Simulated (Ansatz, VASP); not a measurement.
## RhCl2: VASP beside Ansatz

Contents of INCAR:

```
SYSTEM = RhCl2
ALGO = Normal
EDIFF = 1E-7
ENCUT = 520
GGA = PE
ISIF = 2
ISMEAR = -1
LASPH = .TRUE.
LCHARG = .FALSE.
LREAL = .FALSE.
LWAVE = .FALSE.
NBANDS = 38
NELM = 60
PREC = Accurate
SIGMA = 0.05
```

Contents of KPOINTS:

```
k-points
0
G
  5 5 7
  0 0 0
```

The input POSCAR:

```
RhCl2
1.0
    5.5738185098      0.0000000000      0.0000000000
    0.0000000000      5.5738185098      0.0000000000
    0.0000000000      0.0000000000      3.6522565214
Rh Cl
2 4
Direct
    0.5000000000      0.5000000000      0.5000000000
    0.0000000000      0.0000000000      0.0000000000
    0.8026200000      0.1973800000      0.5000000000
    0.1973800000      0.8026200000      0.5000000000
    0.6973800000      0.6973800000      0.0000000000
    0.3026200000      0.3026200000      0.0000000000
```

The input input.yaml:

```yaml
crystal:
  lattice:
    - [5.5738185098, 0.0, 0.0]
    - [0.0, 5.5738185098, 0.0]
    - [0.0, 0.0, 3.6522565214]
  atoms:
    - { symbol: Rh, position: [0.5, 0.5, 0.5] }
    - { symbol: Rh, position: [0.0, 0.0, 0.0] }
    - { symbol: Cl, position: [0.80262, 0.19738, 0.5] }
    - { symbol: Cl, position: [0.19738, 0.80262, 0.5] }
    - { symbol: Cl, position: [0.69738, 0.69738, 0.0] }
    - { symbol: Cl, position: [0.30262, 0.30262, 0.0] }
hamiltonian:
  xc: pbe
  pseudopotentials: { kind: paw }
kpoints:
  mp_grid: { grid: [5, 5, 7] }
scf:
  occupations: { method: fermi_dirac, width: 0.05 }
output:
  forces: true
  stress: true
  eigenvalues: true
```

Change from the starting cell: volume scaled by 0.94.

Alike in both runs: task single point; functional PBE; k mesh 5 × 5 × 7; occupations fermi-dirac, width 0.05 eV; no spin polarisation.

|  | VASP | Ansatz |
| --- | --- | --- |
| version | VASP 6.6.1 | Ansatz 0.2.0 |
| potentials or method | VASP PAW PBE potentials, release 64 (Rh_pv, Cl) | Ansatz PAW |
| plane-wave cutoff (eV) | 520 | 420 |
| valence electrons in the cell | 58 | 62 |

Ansatz gave:

```
gap on the k mesh at the Fermi level (eV)       : none
pressure (GPa)                                  : 4.9
largest component of the traceless stress (GPa) : 0.89
rms of the force components (eV/Å)              : 0.028
```

Problem. Which values does VASP return?

Solution. gap on the k mesh at the Fermi level (eV): none; pressure (GPa): 4.8; largest component of the traceless stress (GPa): 0.87; rms of the force components (eV/Å): 0.028.

Atom by atom the forces differ by 0.000 eV/Å (rms over components). A gap of «none» marks a metal or a gap that the smearing closes. The functional is the same, so the differences come from potentials, cutoffs and numerics. The two sets of potentials don't hold the same shells in valence.
